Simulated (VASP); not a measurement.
Level of theory: PBE GGA, VASP's PBE PAW potentials (set 64) (plane waves; VASP).

VASP input:

**POSCAR**
```
GaP
1
    0.0000000000     2.6503050000     2.6503050000
    2.6503050000     0.0000000000     2.6503050000
    2.6503050000     2.6503050000     0.0000000000
Ga P
1 1
Direct
  0.0000000000   0.0000000000   0.0000000000
  0.2500000000   0.2500000000   0.2500000000
```

### INCAR
```
SYSTEM  =  GaP
PREC  =  Normal; ENCUT  =  500; LREAL  =  .FALSE.
LASPH  =  .TRUE.
EDIFF  =  1E-8; NELM  =  100; ALGO  =  Normal
ISMEAR  =  0; SIGMA  =  0.01
GGA  =  PE
LWAVE  =  .TRUE.; LCHARG  =  .FALSE.
```

File KPOINTS:
```
Automatic mesh
0
Gamma
4 4 4
0 0 0
```

POTCAR, in this order: Ga_d_GW P_GW (PBE.64 set). Program: vasp_std.

The run wrote:

**OUTCAR**
```
 ion  position               nearest neighbor table
   1  0.000  0.000  0.000-   2 2.30   2 2.30   2 2.30   2 2.30
   2  0.250  0.250  0.250-   1 2.30   1 2.30   1 2.30   1 2.30
  LATTYP: Found a face centered cubic cell.
 ALAT       =     5.3006100000
 Subroutine PRICEL returns:
 Original cell was already a primitive cell.
 Subroutine GETGRP returns: Found 24 space group operations
The static configuration has the point symmetry T_d .
The dynamic configuration has the point symmetry T_d .
 Subroutine INISYM returns: Found 24 space group operations
 Subroutine IBZKPT returns following result:
 Found      8 irreducible k-points:

 Following reciprocal coordinates:
            Coordinates               Weight
  0.000000  0.000000  0.000000      1.000000
  0.250000  0.000000  0.000000      8.000000
  0.500000  0.000000  0.000000      4.000000
  0.250000  0.250000  0.000000      6.000000
  0.500000  0.250000  0.000000     24.000000
 -0.250000  0.250000  0.000000     12.000000
  0.500000  0.500000  0.000000      3.000000
 -0.250000  0.500000  0.250000      6.000000
   k-points           NKPTS =      8   k-points in BZ     NKDIM =      8   number of bands    NBANDS=     13
   number of dos      NEDOS =    301   number of ions     NIONS =      2
   total plane-waves  NPLWV =  13824
   dimension x,y,z NGX =    24 NGY =   24 NGZ =   24
   dimension x,y,z NGXF=    48 NGYF=   48 NGZF=   48
   ions per type =               1   1
   PREC   = normal    normal or accurate (medium, high low for compatibility)
   ISTART =      0    job   : 0-new  1-cont  2-samecut
   ICHARG =      2    charge: 1-file 2-atom 10-const
   ISPIN  =      1    spin polarized calculation?
   LNONCOLLINEAR =      F non collinear calculations
   LSORBIT =      F    spin-orbit coupling
   INIWAV =      1    electr: 0-lowe 1-rand  2-diag
   ENCUT  =  500.0 eV  36.75 Ry    6.06 a.u.   6.83  6.83  6.83*2*pi/ulx,y,z
   NELM   =    100;   NELMIN=  2; NELMDL= -5     # of ELM steps
   EDIFF  = 0.1E-07   stopping-criterion for ELM
...
```

### OSZICAR
```
       N       E                     dE             d eps       ncg     rms          rms(c)
DAV:   1     0.133695885815E+03    0.13370E+03   -0.10038E+04   208   0.173E+03
DAV:   2     0.139042135630E+01   -0.13231E+03   -0.12870E+03   243   0.394E+02
DAV:   3    -0.875177467761E+01   -0.10142E+02   -0.97993E+01   268   0.141E+02
DAV:   4    -0.914192275698E+01   -0.39015E+00   -0.38983E+00   338   0.285E+01
DAV:   5    -0.914995385887E+01   -0.80311E-02   -0.80309E-02   310   0.232E+00    0.533E+00
DAV:   6    -0.885200384283E+01    0.29795E+00   -0.58800E-01   347   0.191E+01    0.298E+00
DAV:   7    -0.881022709216E+01    0.41777E-01   -0.14720E-01   273   0.364E+00    0.106E+00
DAV:   8    -0.881095160436E+01   -0.72451E-03   -0.10422E-02   252   0.906E-01    0.181E-01
DAV:   9    -0.881136419069E+01   -0.41259E-03   -0.15467E-03   254   0.420E-01    0.505E-02
DAV:  10    -0.881151861755E+01   -0.15443E-03   -0.17624E-04   261   0.168E-01    0.140E-02
DAV:  11    -0.881153555872E+01   -0.16941E-04   -0.30133E-05   254   0.784E-02    0.272E-03
DAV:  12    -0.881153648921E+01   -0.93049E-06   -0.20377E-06   312   0.141E-02    0.979E-04
DAV:  13    -0.881153654719E+01   -0.57979E-07   -0.10722E-07   259   0.279E-03    0.140E-04
DAV:  14    -0.881153654222E+01    0.49736E-08   -0.26475E-09   189   0.626E-04
   1 F= -.88115365E+01 E0= -.88115365E+01  d E =-.335673E-26
```

OUTCAR:
```
------------------------ aborting loop because EDIFF is reached ----------------------------------------
  FORCE on cell =-STRESS in cart. coord.  units (eV):
  Direction    XX          YY          ZZ          XY          YZ          ZX
  --------------------------------------------------------------------------------------
  Total        2.7139833      2.7139833      2.7139833      0.0000000      0.0000000      0.0000000
  in kB      116.7885310    116.7885310    116.7885310      0.0000000      0.0000000      0.0000000
  external PRESSURE =     116.7885310 kB  Pullay stress =       0.0000000 kB
  volume of cell :       37.23
      direct lattice vectors                 reciprocal lattice vectors
     0.000000000  2.650305000  2.650305000    -0.188657532  0.188657532  0.188657532
     2.650305000  0.000000000  2.650305000     0.188657532 -0.188657532  0.188657532
     2.650305000  2.650305000  0.000000000     0.188657532  0.188657532 -0.188657532
  FREE ENERGIE OF THE ION-ELECTRON SYSTEM (eV)
  ---------------------------------------------------
  free  energy   TOTEN  =        -8.8115365422 eV

  energy  without entropy=       -8.8115365422  energy(sigma->0) =       -8.81153654
```
(Selected blocks of OUTCAR.)

The compound is GaP in the zinc blende structure. This cell is one point of a volume scan, at 0.92 of the reference volume. The k-mesh is coarse (spacing up to 0.51 per Å, 2π included), so the numbers may not be converged in it.
